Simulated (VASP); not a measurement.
Write the native input for VASP 6.6.1 that does the following.

- Task: relaxation of cell and atoms
- Functional: PBE
- Potentials or basis: VASP PAW PBE potentials, release 64 (Zn, B)
- Cutoff: 600 eV
- k mesh: 4 × 4 × 4
- Occupations: gaussian, width 0.1 eV
- Spin: no spin polarisation
- Dipole correction: no
- Further INCAR settings: ALGO = Fast; EDIFF = 1e-07; IBRION = 2; EDIFFG = -0.04; NSW = 90; ISIF = 3

The structure of ZnB12 lies in POSCAR:

```
ZnB12
1.0
    0.0000000000      3.6297516600      3.6297516600
    3.6297516600      0.0000000000      3.6297516600
    3.6297516600      3.6297516600      0.0000000000
Zn B
1 12
Direct
    0.0000000000      0.0000000000      0.0000000000
    0.5000000000      0.8395695700      0.5000000000
    0.8395695700      0.5000000000      0.5000000000
    0.5000000000      0.8395695700      0.1604304300
    0.1604304300      0.5000000000      0.8395695700
    0.8395695700      0.5000000000      0.1604304300
    0.5000000000      0.5000000000      0.8395695700
    0.1604304300      0.8395695700      0.5000000000
    0.5000000000      0.1604304300      0.8395695700
    0.5000000000      0.5000000000      0.1604304300
    0.8395695700      0.1604304300      0.5000000000
    0.1604304300      0.5000000000      0.5000000000
    0.5000000000      0.1604304300      0.5000000000
```

The cell was built by a generator and needn't be a form met in nature.

The cell isn't the ideal one: species swapped into the HfB12 type (Fm-3m, No. 225).

The input as run:

INCAR

```
ALGO     = Fast           # electronic algorithm
EDIFF    = 1E-7           # SCF threshold, eV
EDIFFG   = -0.04          # ionic threshold
ENCUT    = 600            # plane-wave cutoff, eV
GGA      = PE             # functional
IBRION   = 2              # ionic algorithm
ISIF     = 3              # what is computed and relaxed
ISMEAR   = 0              # smearing method
LASPH    = True           # aspherical terms in the spheres
LCHARG   = False          # write CHGCAR
LREAL    = False          # projectors in reciprocal space
LWAVE    = False          # write WAVECAR
NELM     = 60             # most SCF steps
NSW      = 90             # ionic steps
PREC     = Accurate       # precision mode
SIGMA    = 0.1            # smearing width, eV
```

KPOINTS

```
k-points
0
Gamma
  4 4 4
```

Potentials or basis: VASP PAW PBE potentials, release 64 (Zn, B).

Run with:

```sh
$ cat potpaw_PBE.64/Zn/POTCAR potpaw_PBE.64/B/POTCAR > POTCAR
$ mpirun -np 1 vasp_std > vasp.out
```

It gave:

```yaml
Relaxed_volume: 7.90 Å³/atom
Relaxed_cell: a = 5.257 Å, b = 5.257 Å, c = 5.257 Å, α = 60.00°, β = 60.00°, γ = 60.00°
Space_group_after_relaxing_to_0.05_Å: Fm-3m (No. 225)
Energy_gained_by_relaxing: 27.9 meV/atom
Ionic_steps: 5
Pressure_after_relaxing: -0.1 GPa
Largest_force_after_relaxing: 0.004 eV/Å
Band_gap_on_the_k_mesh: none (metal or under the smearing width)
```

Caveat: the k mesh is coarse (spacing up to 0.37 Å⁻¹), so the values aren't converged.

It took 2.1 min on 1 thread of Intel(R) Xeon(R) Platinum 8488C (Sapphire Rapids), on a shared host, peak memory 0.26 GiB.
